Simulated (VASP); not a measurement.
All values below come from r2SCAN+rVV10, VASP's PBE PAW potentials (set 64) (plane waves; VASP).

VASP input:

POSCAR:
```
LiF
1
    0.0000000000     1.9823143829     1.9823143829
    1.9823143829     0.0000000000     1.9823143829
    1.9823143829     1.9823143829    -0.0000000000
Li F
1 1
Direct
  1.0000000000   1.0000000000   0.0000000000
  0.5000000000   0.5000000000   0.5000000000
```

**INCAR**
```
SYSTEM=LiF
PREC=Accurate; ENCUT=520; LREAL=.False.
LASPH=.True.
EDIFF=1E-6; NELM=100; ALGO=Normal
LMIXTAU=.True.
ISMEAR=0; SIGMA=0.05
METAGGA=R2SCAN; LUSE_VDW=.True.; BPARAM=11.95
CPARAM=0.0093
IBRION=2; NSW=60; ISIF=3
EDIFFG=-0.01
LWAVE=.False.; LCHARG=.False.
```

KPOINTS:
```
K-points
0
G
 10 10 10
0 0 0
```

POTCAR, in this order: Li_sv F (PBE.64 set). Program: vasp_std.

What will the output report for the number of irreducible k-points (NKPTS), largest plane-wave count, number of space-group operations, FFT grid (NGX, NGY, NGZ)?

| Item | Result |
|---|---|
| number of irreducible k-points (NKPTS) | 47 |
| largest plane-wave count | 444 |
| number of space-group operations | 48 |
| FFT grid (NGX, NGY, NGZ) | 24 × 24 × 24 |

The compound is LiF in the rock salt structure. It was relaxed first. The start is the result of an earlier pass.
